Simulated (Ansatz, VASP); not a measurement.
# GaN in two plane-wave programs, part 3 of 3

One calculation is typed for both programs; each brings its own data sets. How far apart do they land? The cell is taken from a series of runs on this material, whose earlier steps may have relaxed, scaled, displaced or heated it; both programs get it as it stands.

VASP 6.6.1 and Ansatz 0.2.0.

So far: The structure; Ansatz: zone-centre phonons, LDA, pair 1; VASP: zone-centre phonons, LDA, pair 1; Differences.

## Step 5: VASP: zone-centre phonons, LDA, pair 2

Level of this step: LDA; plane waves and PAW (N, Ga_d) (VASP).

Second derivatives magnify differences that forces hide, and they need a tight electronic threshold. The cell compared in this pair holds 22.45 Å³, against 21.77 Å³ for the pair before.

INCAR reads:

```
SYSTEM = GaN
PREC = Accurate
ENCUT = 600
EDIFF = 1E-08
NELM = 120
ISMEAR = 0
SIGMA = 0.01
LREAL = .FALSE.
ALGO = Normal
GGA = CA
NBANDS = 15
LORBIT = 11
LWAVE = .FALSE.
LCHARG = .FALSE.
ISIF = 2
IBRION = 8
LEPSILON = .TRUE.
LASPH = .TRUE.
GGA_COMPAT = .FALSE.
EFERMI = MIDGAP
KPAR = 2
```

POSCAR reads:

```
GaN
1.0
   -0.0214683526      2.2284101835      2.2284101835
    2.2284101835     -0.0214683526      2.2284101835
    2.2284101835      2.2284101835     -0.0214683526
N Ga
1 1
Direct
    0.2507184101      0.2507184101      0.2507184101
    0.9992815899      0.9992815899      0.9992815899
```

KPOINTS reads:

```
Automatic mesh
0
Gamma
12 12 12
0 0 0
```

Potentials, in the order of the species: N and Ga_d (LDA family, release 64).

Run with:

```
mpirun -np 2 vasp_std
```

Numbers of over 12 decimals in the logs are rounded to 6 here.

What it wrote:

```text
[... set-up lines as in an earlier step ...]
 entering main loop
       N       E                     dE             d eps       ncg     rms          rms(c)
DAV:   1     0.838456166080E+02    0.83846E+02   -0.10225E+04  6342   0.232E+03
DAV:   2    -0.994202027578E+01   -0.93788E+02   -0.86903E+02  6461   0.349E+02
DAV:   3    -0.159202737232E+02   -0.59783E+01   -0.59508E+01  6370   0.752E+01
DAV:   4    -0.159881034237E+02   -0.67830E-01   -0.67817E-01  7225   0.842E+00
[...]
DAV:  12    -0.139403489883E+02   -0.19799E-05   -0.18366E-05  6328   0.483E-02    0.587E-03
DAV:  13    -0.139403489197E+02    0.68670E-07   -0.71650E-07  9070   0.149E-02    0.324E-03
DAV:  14    -0.139403489230E+02   -0.32996E-08   -0.62359E-08  6419   0.253E-03
   1 F= -.13940349E+02 E0= -.13940349E+02  d E =0.000000E+00
 Linear response reoptimize wavefunctions to high precision
DAV:   1    -0.139403489213E+02    0.16817E-08   -0.33374E-09  6565   0.518E-04
DAV:   2    -0.139403489213E+02   -0.21373E-10   -0.99933E-11  3780   0.889E-05
 Linear response G [H, r] |phi>, progress :
  Direction:   1
[...]
RMM:  12    -0.229133953779E+00    0.62269E-08   -0.31482E-09 26052   0.337E-05    0.202E-07
 first order change of Fermi-energy   0.64079E+00
 force on displaced ion       1 direction 1 : -12.725  -0.149  -0.149
 Born effective charge ion    1 direction 1 :  -2.633   0.009   0.009
 Linear response progress:
  Degree of freedom:   2/  2
       N       E                     dE             d eps       ncg     rms          rms(c)
RMM:   1    -0.163239104951E+00   -0.16324E+00    0.26147E-01 18255   0.915E+00
RMM:   2    -0.161110065078E+00    0.21290E-02   -0.33710E-02 27983   0.166E+00    0.553E-02
RMM:   3    -0.161295201548E+00   -0.18514E-03   -0.24560E-03 28281   0.397E-01    0.334E-02
RMM:   4    -0.160912999231E+00    0.38220E-03   -0.16308E-04 29723   0.111E-01    0.352E-03
[...]
RMM:  12    -0.160913971998E+00    0.17396E-07   -0.15639E-07 29894   0.608E-05    0.427E-07
RMM:  13    -0.160913956758E+00    0.15240E-07   -0.50034E-08 28414   0.451E-05    0.130E-07
RMM:  14    -0.160913956177E+00    0.58048E-09   -0.24319E-08 19256   0.383E-05    0.635E-08
 first order change of Fermi-energy  -0.63984E+00
 force on displaced ion       2 direction 1 : -12.730  -0.144  -0.144
 Born effective charge ion    2 direction 1 :   2.632  -0.009  -0.009
 Born effective charges drift removed
 Linear response finished
```

From OUTCAR (step 5):

```text
  Total       -0.2877981     -0.2877981     -0.2877981      0.2131882      0.2131882      0.2131882
  in kB      -20.5377236    -20.5377236    -20.5377236     15.2134415     15.2134415     15.2134415
  external PRESSURE =     -20.5377236 kB  Pullay stress =       0.0000000 kB

 POSITION                                       TOTAL-FORCE (eV/Angst)
 -----------------------------------------------------------------------------------
      1.11202      1.11202      1.11202         0.002430      0.002430      0.002430
      4.43217      4.43217      4.43217        -0.002430     -0.002430     -0.002430
 -----------------------------------------------------------------------------------
    total drift:                               -0.000010     -0.000010     -0.000010

 MACROSCOPIC STATIC DIELECTRIC TENSOR (including local field effects in DFT)
 ------------------------------------------------------
           5.813235    -0.034348    -0.034348
          -0.034348     5.813235    -0.034348
          -0.034348    -0.034348     5.813235
 ------------------------------------------------------

 MACROSCOPIC STATIC DIELECTRIC TENSOR IONIC CONTRIBUTION
 ------------------------------------------------------
           4.390903    -0.080448    -0.080448
          -0.080448     4.390903    -0.080448
          -0.080448    -0.080448     4.390903
 ------------------------------------------------------

[... 1 part as in an earlier step ...]

[... 1 further part left out ...]
```

## Step 6: Ansatz: zone-centre phonons, LDA, pair 2

The same cell, functional (in two slightly different forms) and mesh now go to Ansatz, which takes its cutoff from its data sets.

The cell is taken from a series of runs on this material, whose earlier steps may have relaxed, scaled, displaced or heated it; both programs get it as it stands.

input.yaml reads:

```yaml
crystal:
  lattice:
    - [-0.0214683526, 2.2284101835, 2.2284101835]
    - [2.2284101835, -0.0214683526, 2.2284101835]
    - [2.2284101835, 2.2284101835, -0.0214683526]
  atoms:
    - { symbol: "N", position: [0.2507184101, 0.2507184101, 0.2507184101] }
    - { symbol: Ga, position: [-0.0007184101, -0.0007184101, -0.0007184101] }
kpoints:
  mp_grid: { grid: [12, 12, 12] }
hamiltonian:
  xc: lda
  pseudopotentials: { kind: paw, azcp: { folder: soft_1 }, xc_functional: pbe }
scf:
  occupations: { method: fixed }
output:
  eigenvalues: true
phonons:
  method: dfpt
  dielectric: true
  rigid_motions: translations
```

Run with:

```
ansatz run input.yaml --threads 4 --pin off --max-ram 10240MiB --backend cpu --events-out ev --progress --plain --runs-dir out
```

What it wrote:

```text
[...]
Crystal: 2 atoms, lattice volume = 22.452 Å³
Basis set: ecut = 420 eV, 435 PW (Γ), exchange–correlation on 48×48×48 points (8 copies of the dense FFT grid, shifted against one another)
Bands: 13, of which v1, the nominal top of the filled ones, is band 9 counted from 1 (8 counted from 0)
Symmetry: 6 space group operations
k-points: 476 of 1728 (irreducible under 2 space group operations, time reversal used)
[...]
optical modes at Γ + LO–TO along q̂ = [1.0000, 0.0000, 0.0000]:
      ω (cm⁻¹)  modes    IR ((D/Å)²/amu)
[...]
optical modes at Γ + LO–TO along q̂ = [0.0000, 1.0000, 0.0000]:
      ω (cm⁻¹)  modes    IR ((D/Å)²/amu)
[...]
717.86      1            13.7822
  optical modes at Γ + LO–TO along q̂ = [0.0000, 0.0000, 1.0000]:
      ω (cm⁻¹)  modes    IR ((D/Å)²/amu)
        536.50      1            13.8873
        542.86      1            13.6916
        717.86      1            13.7822
[key lines of the parts left out:]
SCF converged after 9 iterations
Free energy (F): -4082.081474 eV
Fermi energy:    9.626271 eV
```

## Step 7: Side by side

Both answers:

| quantity | Ansatz | VASP | difference |
| --- | --- | --- | --- |
| ε∞ xx | 5.85 | 5.81 | +0.59 % |
| ε∞ yy | 5.85 | 5.81 | +0.59 % |
| ε∞ zz | 5.85 | 5.81 | +0.59 % |
| Born charge of N1 (mean of the diagonal) (e) | -2.64 | -2.63 | -0.01 |
| Born charge of Ga2 (mean of the diagonal) (e) | 2.64 | 2.63 | +0.01 |
| optical mode 1 to 2 (cm⁻¹) | 536.5 | 541.6 | -0.94 % |
| optical mode 3 (cm⁻¹) | 546.1 | 551.1 | -0.91 % |

Modes are paired by rising frequency, not by their patterns, so a pair may set unlike modes beside each other; they are those without the splitting of longitudinal modes.

## Step 8: Summary of results

```json
{
  "r.m.s. difference of the optical zone-centre modes, each program's sorted by frequency (zone-centre phonons, LDA, pair 1)": "5.1 cm⁻¹",
  "difference in optical mode 1 (zone-centre phonons, LDA, pair 1)": "-0.9 %",
  "r.m.s. difference of the optical zone-centre modes, each program's sorted by frequency (zone-centre phonons, LDA, pair 2)": "5.1 cm⁻¹",
  "difference in optical mode 1 to 2 (zone-centre phonons, LDA, pair 2)": "-0.9 %"
}
```

In words: The r.m.s. difference of the optical zone-centre modes, each program's sorted by frequency is 5.1 cm⁻¹ (zone-centre phonons, LDA, pair 1). Among the rows given in per cent, the largest difference of the zone-centre phonons, LDA, pair 1 pair is in optical mode 1, -0.9 %. Among the rows given in per cent, the largest difference of the zone-centre phonons, LDA, pair 2 pair is in optical mode 1 to 2, -0.9 %. How closely two codes agree says nothing of how well the functional describes the real material.

[Lines on the potential files, build, host, timing and source positions are cut from VASP's logs without a mark.]

[Logs are printed without paths, hosts, clocks, repeated set-up lines and the standing remarks that a program may print on its own settings, such as how far it seeks lower states.]

[Hosts, paths, dates, database ids (printed as entryN), source tags and the programs' standing remarks are cut or masked in the printed files.]
